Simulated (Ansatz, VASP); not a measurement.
**P: VASP beside Ansatz**

Wanted: the spread between two codes on one cell, functional and k mesh. The cell is taken from a series of runs on this material, whose earlier steps may have relaxed, scaled, displaced or heated it; both programs get it as it stands.

Program: Ansatz 0.2.0. Level of theory: plane waves, with VASP 6.6.1 beside it; single point at PBEsol. Results are calculated unless marked as measured.

## (1) The starting structure

The cell holds 4 atoms: 4 P. Cell: a = 4.336 Å, b = 3.283 Å, c = 17.131 Å, α = 90.0°, β = 90.0°, γ = 90.0°. It derives from P. As first built, before any earlier steps moved the atoms (in the runner's words): kind sheets cut from a layered crystal; sheets 1; series ['strain P', -1, 'biaxial strain (%)']. Vacuum lies along c.

## (2) Ansatz: single point, PBEsol

Ansatz runs on its PAW soft_1 files.

A single point gives forces, pressure and levels at one fixed geometry, so differences don't come from the geometry; what else differs is listed under the comparison.

The input, input.yaml:

```yaml
crystal:
  lattice:
    - [4.335507, 0.0, 0.0]
    - [0.0, 3.283236, 0.0]
    - [0.0, 0.0, 17.13076816]
  atoms:
    - { symbol: P, position: [0.4209589054, 0.0, 0.561961009] }
    - { symbol: P, position: [0.0790410946, 0.5, 0.561961009] }
    - { symbol: P, position: [0.9209589054, 0.5, 0.438038991] }
    - { symbol: P, position: [0.5790410946, 0.0, 0.438038991] }
kpoints:
  mp_grid: { grid: [6, 8, 1] }
scf:
  occupations: { method: fermi_dirac, width: 0.02 }
  n_extra_bands: 8
hamiltonian:
  xc: pbesol
  pseudopotentials: { kind: paw, azcp: { folder: soft_1 }, xc_functional: pbe }
output:
  forces: true
  write_potential: true
  volumetric_format: []
  dos:
    projected: true
    de: 0.05
    e_range: [-30, 12]
    method: { smearing: { sigma: 0.12, scheme: gaussian } }
  eigenstates:
    kpoints:
      - [0.5, 0.0, 0.0]
      - [0.45, 0.0, 0.0]
      - [0.4, 0.0, 0.0]
      - [0.35, 0.0, 0.0]
      - [0.3, 0.0, 0.0]
      - [0.25, 0.0, 0.0]
      - [0.2, 0.0, 0.0]
      - [0.15, 0.0, 0.0]
      - [0.1, 0.0, 0.0]
      - [0.05, 0.0, 0.0]
      - [0.0, 0.0, 0.0]
      - [0.0, 0.03571429, 0.0]
      - [0.0, 0.07142857, 0.0]
      - [0.0, 0.10714286, 0.0]
      - [0.0, 0.14285714, 0.0]
      - [0.0, 0.17857143, 0.0]
      - [0.0, 0.21428571, 0.0]
      - [0.0, 0.25, 0.0]
      - [0.0, 0.28571429, 0.0]
      - [0.0, 0.32142857, 0.0]
      - [0.0, 0.35714286, 0.0]
      - [0.0, 0.39285714, 0.0]
      - [0.0, 0.42857143, 0.0]
      - [0.0, 0.46428571, 0.0]
      - [0.0, 0.5, 0.0]
      - [0.05, 0.5, 0.0]
      - [0.1, 0.5, 0.0]
      - [0.15, 0.5, 0.0]
      - [0.2, 0.5, 0.0]
      - [0.25, 0.5, 0.0]
      - [0.3, 0.5, 0.0]
      - [0.35, 0.5, 0.0]
      - [0.4, 0.5, 0.0]
      - [0.45, 0.5, 0.0]
      - [0.5, 0.5, 0.0]
      - [0.5, 0.46428571, 0.0]
      - [0.5, 0.42857143, 0.0]
      - [0.5, 0.39285714, 0.0]
      - [0.5, 0.35714286, 0.0]
      - [0.5, 0.32142857, 0.0]
      - [0.5, 0.28571429, 0.0]
      - [0.5, 0.25, 0.0]
      - [0.5, 0.21428571, 0.0]
      - [0.5, 0.17857143, 0.0]
      - [0.5, 0.14285714, 0.0]
      - [0.5, 0.10714286, 0.0]
      - [0.5, 0.07142857, 0.0]
      - [0.5, 0.03571429, 0.0]
    e_range: [-8.0, 6.0]
    unfold:
      supercell_matrix: [[1, 0, 0], [0, 1, 0], [0, 0, 1]]
      layers:
        axis: 3
        edges: [0.204541, 0.408851, 0.464975, 0.535025, 0.591148, 0.795459]
```

On the command line:

```
ansatz run input.yaml --threads 4 --pin off --max-ram 11264MiB --backend cpu --events-out ev --progress --plain --runs-dir out
```

Numbers of over 12 decimals in the logs are rounded to 6 here.

The log of the run:

```text
scf.n_extra_bands = 8 over 10 filled bands (N_el = 20.0): the run solves 18 bands
Engine: ansatz 0.2.0, aarch64-unknown-linux-gnu
Pseudopotentials: kind: paw
Pseudopotential: P, paw, valence charge 5, recommended cutoff 420 eV (normal), soft_1/P.paw.azcp
Functional definition: PBEsol
  exchange = pbesol_x
  correlation = pbesol_c
Crystal: 4 atoms, lattice volume = 243.848 Å³
Basis set: ecut = 420 eV, 4765 PW (Γ), exchange–correlation on 60×48×240 points (8 copies of the dense FFT grid, shifted against one another)
Bands: 18, of which v1, the nominal top of the filled ones, is band 10 counted from 1 (9 counted from 0)
Symmetry: 8 space group operations
Space group: Pmna (ITA 53), of the structure as read, at distance tolerance 6.2e-5 Å
k-points: 20 of 48
Non-local potential: P, projectors of the file, l = 0: 2, l = 1: 2, l = 2: 1
PAW form: soft (Blöchl's): semilocal exchange-correlation on the pseudo side does not see the compensation charge
PAW frozen core: P, regenerated for the run's functional, and the local potential with it (the file was generated under x = pbe(κ = 0.804, μ = 0.219515), c = pbe(β = 0.066725))
PAW one-centre angular grid: P, 110 points (default); XC on 64 Gauss nodes
Initial density: superposition of atomic densities (neutral atoms: chi_scale 0, normalization atom)
Initial wavefunctions: pseudopotential atomic-orbital guess
Functional: x = pbesol(κ = 0.804, μ = 0.123457), c = pbesol(β = 0.046)
SCF iter   1: F=—  HF=-2960.186390 eV  |F-HF|=—  |Δ(HF+E_count)|=         —  Δρ=2.22e-2  dr2=8.71e-1  ethr=3.10e-3  ⟨swp⟩=12.2  Hψ=3513  notcnv=0
preconditioner: auto → Resta (q_TF=auto, 1.798 Å⁻¹)  ε∞=2.0  [insulator: Δε(μ)=0.759 eV  Ē_g=10.450 eV  σ=0.020 eV  W_gap=1.00  n_scr=18 (ndim 8)  ℏωp=10.6 eV  f_vac=0.606  D(μ)=0.00/eV (n_scr^D=0)  ε∞_Penn≈2.0  vacuum switching on, ρ_ref=7.9e-3 e/Å³]
SCF iter   2: F=—  HF=-2959.972906 eV  |F-HF|=—  |Δ(HF+E_count)|=   2.13e-1  Δρ=1.12e-2  dr2=2.09e-1  ethr=3.10e-3  ⟨swp⟩=1.1  Hψ=524  notcnv=0  defer=9
SCF iter   3: F=—  HF=-2959.917528 eV  |F-HF|=—  |Δ(HF+E_count)|=   5.54e-2  Δρ=6.70e-4  dr2=1.25e-3  ethr=1.05e-3  ⟨swp⟩=3.1  Hψ=604  notcnv=0  defer=58
SCF iter   4: F=—  HF=-2959.917732 eV  |F-HF|=—  |Δ(HF+E_count)|=   2.04e-4  Δρ=2.05e-4  dr2=1.85e-4  ethr=6.25e-6  ⟨swp⟩=3.5  Hψ=781  notcnv=0  defer=59
SCF iter   5: F=—  HF=-2959.917720 eV  |F-HF|=—  |Δ(HF+E_count)|=   1.12e-5  Δρ=4.94e-5  dr2=1.57e-5  ethr=9.24e-7  ⟨swp⟩=2.3  Hψ=452  notcnv=0  defer=59
SCF iter   6: F=—  HF=-2959.917722 eV  |F-HF|=—  |Δ(HF+E_count)|=   2.13e-6  Δρ=3.23e-5  dr2=5.52e-6  ethr=7.83e-8  ⟨swp⟩=2.5  Hψ=593  notcnv=0  defer=59
SCF iter   7: F=—  HF=-2959.917721 eV  |F-HF|=—  |Δ(HF+E_count)|=   1.33e-6  Δρ=8.80e-6  dr2=3.07e-7  ethr=2.76e-8  ⟨swp⟩=2.4  Hψ=439  notcnv=0  defer=59
SCF iter   8: F=-2959.917721 eV  HF=-2959.917721 eV  |F-HF|=1.23e-9  |Δ(HF+E_count)|=   3.58e-8  Δρ=8.80e-7  dr2=1.99e-9  ethr=5.00e-10  ⟨swp⟩=20.5  Hψ=3407  notcnv=0
SCF 1 converged in 8 iterations: F = -2959.917721 eV  dr2 = 1.99e-9
  greatest PAW one-centre occupation: 0.804 electrons in one spin orbital (limit 2), on the P atom at site 3 (counted from 0), in its partial waves of l = 0
NSCF: frozen V_eff on 48 k-points
SCF converged after 8 iterations
Free energy (F): -2959.917721 eV
Harris-Foulkes:  -2959.917721 eV  (|F-HF|=1.23e-9)
Internal energy: -2959.917721 eV  (E = F + TS)
E sigma→0 (E₀):  -2959.917721 eV
Entropy (-TS):   -0.000000 eV (-0.000 meV/atom)
Fermi energy:    -0.827228 eV
--- Per-component energies (eV) ---
  E_band       = -148.671563
  E_kinetic    = 274.233613
  E_local      = -4376.385754  (includes V_loc(G=0)·N_el)
  E_nonlocal   = 130.739869
  E_hartree    = 2048.274332
  E_xc         = -287.804736
  E_vxc        = -243.067768  (∫ρ·V_xc dr)
  E_paw        = -2172.753646  (= ΣΔE_a)
  E_vpaw       = -30.740101  (= ΣTr[D̂ρ^β])
  E_aug_tail   = -0.000001  (compensation charges beyond the density's cutoff)
  E_ewald      = 1423.594218
  E_core_change = 0.184385  (= ΣΔE_core)
  E_smearing   = -0.000000  (= −TS)
  E_closure    = -0.000000  (closes the sum)
  Σ components = -2959.917721   (vs F -2959.917721, Δ=0.00e0)
--- Forces (eV/Å), atoms counted from 1 ---
  atom   1  P      0.01496612    -0.00000000     0.03075838
  atom   2  P     -0.01496612    -0.00000000     0.03075838
  atom   3  P      0.01496612    -0.00000000    -0.03075838
  atom   4  P     -0.01496612    -0.00000000    -0.03075838
  max |Σ_I F_I| component: 8.33e-17 eV/Å
--- Band table (eV; the first three rows and the last of 20) ---
  k-point 0: bands = [... 6 lower, -4.7299, -3.1817, -2.9368, -1.1211, -0.5372, 0.2798, 1.5581, 2.4087, ... 4 higher]
  k-point 1: bands = [... 6 lower, -5.5954, -3.7368, -3.0763, -1.1665, -0.3530, 1.4192, 1.6961, 2.7882, ... 4 higher]
  k-point 2: bands = [... 6 lower, -5.3842, -4.0352, -2.9148, -1.6189, 0.0342, 0.1905, 1.9769, 2.5457, ... 4 higher]
  k-point 19: bands = [... 6 lower, -6.2351, -6.2351, -2.5611, -2.5611, 1.2003, 1.2003, 3.3633, 3.3633, ... 4 higher]
```

## (3) VASP: single point, PBEsol

The same cell, functional, mesh and smearing now go to VASP, with its own data sets.

Lines of VASP's logs that name or quote its potential files are left out, and so is its time.

The input, INCAR:

```
SYSTEM = P
PREC = Accurate
ENCUT = 400
EDIFF = 1E-06
NELM = 120
ISMEAR = -1
SIGMA = 0.02
LREAL = .FALSE.
ALGO = Normal
GGA = PS
NBANDS = 16
LORBIT = 11
LWAVE = .FALSE.
LCHARG = .FALSE.
ISIF = 2
LASPH = .TRUE.
GGA_COMPAT = .FALSE.
EFERMI = MIDGAP
```

The input, POSCAR:

```
P
1.0
    4.3355070000      0.0000000000      0.0000000000
    0.0000000000      3.2832360000      0.0000000000
    0.0000000000      0.0000000000     17.1307681600
P
4
Direct
    0.4209589054      0.0000000000      0.5619610090
    0.0790410946      0.5000000000      0.5619610090
    0.9209589054      0.5000000000      0.4380389910
    0.5790410946      0.0000000000      0.4380389910
```

The input, KPOINTS:

```
Automatic mesh
0
Gamma
6 8 1
0 0 0
```

PAW data sets: P (PBE family, release 64).

On the command line:

```
mpirun -np 1 vasp_std
```

The log of the run:

```text
[banner, memory and clock lines left out]
running    1 mpi-ranks, on    1 nodes
 distrk:  each k-point on    1 cores,    1 groups
 distr:  one band on    1 cores,    1 groups

 POSCAR found type information on POSCAR P
 POSCAR found :  1 types and       4 ions
|                                                                             |
|               ----> ADVICE to this user running VASP <----                  |
|                                                                             |
|     You enforced a specific xc type in the INCAR file but a different       |
|     [... a line on the potential file left out ...]
|     I HOPE YOU KNOW WHAT YOU ARE DOING!                                     |
|                                                                             |

 LDA part: xc-table for (Slater+PW92), standard interpolation
 POSCAR, INCAR and KPOINTS ok, starting setup
 FFT: planning ... GRIDC
 FFT: planning ... GRID_SOFT
 FFT: planning ... GRID
 WAVECAR not read
 entering main loop
       N       E                     dE             d eps       ncg     rms          rms(c)
DAV:   1     0.112389862250E+03    0.11239E+03   -0.60380E+03   640   0.744E+02
DAV:   2    -0.111544516582E+02   -0.12354E+03   -0.11846E+03   928   0.156E+02
DAV:   3    -0.228468076630E+02   -0.11692E+02   -0.11642E+02   872   0.557E+01
DAV:   4    -0.230826016207E+02   -0.23579E+00   -0.23558E+00   960   0.970E+00
DAV:   5    -0.230872748437E+02   -0.46732E-02   -0.46731E-02   968   0.121E+00    0.103E+01
DAV:   6    -0.229134233341E+02    0.17385E+00   -0.10160E-01   848   0.173E+00    0.601E+00
DAV:   7    -0.228334871343E+02    0.79936E-01   -0.17394E-01   824   0.225E+00    0.336E-01
DAV:   8    -0.228326390056E+02    0.84813E-03   -0.14385E-02   856   0.766E-01    0.171E-01
DAV:   9    -0.228325178139E+02    0.12119E-03   -0.73207E-04  1032   0.162E-01    0.126E-01
DAV:  10    -0.228321545070E+02    0.36331E-03   -0.56494E-04   792   0.118E-01    0.776E-02
DAV:  11    -0.228320367380E+02    0.11777E-03   -0.15595E-04   872   0.593E-02    0.341E-02
DAV:  12    -0.228322978928E+02   -0.26115E-03   -0.38988E-04   752   0.744E-02    0.350E-02
DAV:  13    -0.228323273333E+02   -0.29440E-04   -0.11594E-05   896   0.178E-02    0.134E-02
DAV:  14    -0.228324710443E+02   -0.14371E-03   -0.99459E-06   784   0.174E-02    0.240E-02
DAV:  15    -0.228324455824E+02    0.25462E-04   -0.24396E-05   800   0.153E-02    0.145E-02
DAV:  16    -0.228325159685E+02   -0.70386E-04   -0.52416E-06   696   0.979E-03    0.123E-02
DAV:  17    -0.228325641412E+02   -0.48173E-04   -0.49234E-06   720   0.764E-03    0.840E-03
DAV:  18    -0.228325732688E+02   -0.91276E-05   -0.24993E-07   688   0.223E-03    0.301E-03
DAV:  19    -0.228325844425E+02   -0.11174E-04   -0.76698E-07   616   0.308E-03    0.655E-04
DAV:  20    -0.228325873987E+02   -0.29563E-05   -0.15352E-07   624   0.151E-03    0.794E-04
DAV:  21    -0.228325890132E+02   -0.16145E-05   -0.10481E-07   584   0.970E-04    0.764E-05
DAV:  22    -0.228325890341E+02   -0.20833E-07   -0.34362E-09   528   0.287E-04
   1 F= -.22832589E+02 E0= -.22832589E+02  d E =-.913066E-08
```

From OUTCAR (step 3):

```text
ion  position               nearest neighbor table
   1  0.421  0.000  0.562-   2 2.21   2 2.21   4 2.23
   2  0.079  0.500  0.562-   1 2.21   1 2.21   3 2.23
   3  0.921  0.500  0.438-   4 2.21   4 2.21   2 2.23
   4  0.579  0.000  0.438-   3 2.21   3 2.21   1 2.23

  LATTYP: Found a simple orthorhombic cell.
 ALAT       =     3.2832360000
 B/A-ratio  =     1.3204981305
 C/A-ratio  =     5.2176475160

 Subroutine GETGRP returns: Found  8 space group operations
 (whereof  4 operations were pure point group operations)

The static configuration has the point symmetry C_2h.
 The point group associated with its full space group is D_2h.

 Found     20 irreducible k-points:

   k-points           NKPTS =     20   k-points in BZ     NKDIM =     20   number of bands    NBANDS=     16

   dimension x,y,z NGX =    28 NGY =   24 NGZ =  112
   dimension x,y,z NGXF=    56 NGYF=   48 NGZF=  224

   ENCUT  =  400.0 eV  29.40 Ry    5.42 a.u.   7.07  5.35 27.94*2*pi/ulx,y,z

   NELECT =      20.0000    total number of electrons

 k-points in reciprocal lattice and weights: Automatic mesh
   0.00000000  0.00000000  0.00000000       0.021
   0.16666667  0.00000000  0.00000000       0.042
   0.33333333  0.00000000  0.00000000       0.042
   0.50000000  0.00000000  0.00000000       0.021
   0.00000000  0.12500000  0.00000000       0.042
   0.16666667  0.12500000  0.00000000       0.083
   0.33333333  0.12500000  0.00000000       0.083
   0.50000000  0.12500000  0.00000000       0.042
   0.00000000  0.25000000  0.00000000       0.042
[...]
0.33333333  0.50000000  0.00000000       0.042
   0.50000000  0.50000000  0.00000000       0.021

 average (electrostatic) potential at core
       1 -90.3304       2 -90.3304       3 -90.3304       4 -90.3304

 E-fermi :  -1.1362

 k-point     1 :       0.0000    0.0000    0.0000
  band No.  band energies     occupation
    ...
      6      -5.8548      2.00000
      7      -5.0243      2.00000
      8      -3.4956      2.00000
      9      -3.2275      2.00000
     10      -1.4372      2.00000
     11      -0.8383      0.00000
     12      -0.0018      0.00000
     13       1.2906      0.00000
     14       2.1172      0.00000
     15       2.9146      0.00000
    ...

 k-point     2 :       0.1667    0.0000    0.0000
  band No.  band energies     occupation
    ...
      6      -5.6070      2.00000
      7      -4.8965      2.00000
      8      -3.3032      2.00000
      9      -2.6017      2.00000
     10      -2.3635      2.00000
     11      -0.0649      0.00000
     12       0.1410      0.00000
     13       0.9985      0.00000
     14       1.8523      0.00000
     15       3.1363      0.00000
    ...

 k-point     3 :       0.3333    0.0000    0.0000
  band No.  band energies     occupation
    ...
      6      -4.5391      2.00000
      7      -4.1044      2.00000
      8      -3.5763      2.00000
      9      -3.5038      2.00000
     10      -1.5721      2.00000
     11       0.4049      0.00000
     12       0.4559      0.00000
     13       1.1061      0.00000
     14       1.6077      0.00000
     15       2.7739      0.00000
    ...

  Total        0.5535535      0.5939900      0.0443116      0.0000000      0.0000000     -0.0000000
  in kB        3.6370677      3.9027511      0.2911446      0.0000000      0.0000000     -0.0000000
  external PRESSURE =       2.6103212 kB  Pullay stress =       0.0000000 kB

  energy-cutoff  :      400.00
  volume of cell :      243.85
      direct lattice vectors                 reciprocal lattice vectors
     4.335507000  0.000000000  0.000000000     0.230653531  0.000000000  0.000000000
     0.000000000  3.283236000  0.000000000     0.000000000  0.304577557  0.000000000
     0.000000000  0.000000000 17.130768160     0.000000000  0.000000000  0.058374498

 POSITION                                       TOTAL-FORCE (eV/Angst)
 -----------------------------------------------------------------------------------
      1.82507      0.00000      9.62682        -0.000345     -0.000000      0.012600
      0.34268      1.64162      9.62682         0.000345      0.000000      0.012600
      3.99282      1.64162      7.50394        -0.000345      0.000000     -0.012600
      2.51044      0.00000      7.50394         0.000345     -0.000000     -0.012600
 -----------------------------------------------------------------------------------
    total drift:                                0.000000     -0.000000      0.000000

  FREE ENERGIE OF THE ION-ELECTRON SYSTEM (eV)
  ---------------------------------------------------
  free  energy   TOTEN  =       -22.8325890341 eV

  energy  without entropy=      -22.8325890249  energy(sigma->0) =      -22.83258903

 total charge
# of ion       s       p       d       tot
------------------------------------------
    1        1.077   1.385   0.000   2.461
    2        1.077   1.385   0.000   2.461
    3        1.077   1.385   0.000   2.461
    4        1.077   1.385   0.000   2.461
--------------------------------------------------
tot          4.307   5.539   0.000   9.846

[... 3 further parts left out ...]
```

The PAW data sets were made with PBE, which is usual practice but a small mismatch for other functionals.

## (4) Comparison

Known differences besides the potentials themselves: the cutoff is 420 eV in Ansatz and 400 eV in VASP; Ansatz makes its cores anew for this functional, VASP keeps those of its PBE data sets. Total energies have different zeros and are not compared.

Compared:

| quantity | Ansatz | VASP | difference |
| --- | --- | --- | --- |
| gap on the k mesh (eV) | 0.584 | 0.599 | -0.015 |

At this near-relaxed geometry the largest component of a force difference is 18 meV/Å. A gap on the mesh is an upper bound, since the band edges may lie between its points. With vacuum in the cell, a pressure given here is an average over mostly empty space and none of the material.

## (5) What came out

| Item | Value |
| --- | --- |
| r.m.s. force difference (single point, PBEsol) | 14 meV/Å |

In words: The r.m.s. force difference is 14 meV/Å (single point, PBEsol), beyond the 12 meV/Å picked in this series as the mark of a large difference. What causes the difference of the single point, PBEsol pair stays open here. 1 further run of this series is not shown here. How closely two codes agree says nothing of how well the functional describes the real material.

[Lines on the potential files, build, host, timing and source positions are cut from VASP's logs without a mark.]

[Logs are printed without paths, hosts, clocks, repeated set-up lines and the standing remarks that a program may print on its own settings, such as how far it seeks lower states.]

[Hosts, paths, dates, database ids (printed as entryN), source tags and the programs' standing remarks are cut or masked in the printed files.]
